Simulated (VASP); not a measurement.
Data:

```
PtP
1.0
    0.00000     2.48058     2.48058
    2.48058     0.00000     2.48058
    2.48058     2.48058     0.00000
Pt P
1 1
Direct
  0.00000   0.00000   0.00000
  0.50000   0.50000   0.50000
```

All values below come from PBEsol GGA, VASP's PBE PAW potentials (set 64) (plane waves; VASP 6.6.1). Numerical set-up: 400 eV cut-off, Gaussian smearing of 0.050 eV, potentials Pt P.

Unless said otherwise, spin-orbit coupling is left out, though it shifts the bands of the heavy elements here.

Q: Estimate the band gap (along the path) with the smallest direct gap where there is one.

A: 
| Property | Result |
|---|---|
| band gap (along the path) | none (metal, semimetal or under 0.01 eV) |

Only differences to runs with the same potentials and settings are physical.

The structure was generated: PtP was put into the rock salt type (Fm-3m), which need not be its known phase. It was relaxed first, which changed the volume by -16 %. The electron count is odd and the run is not spin-polarised, which forces a metal.
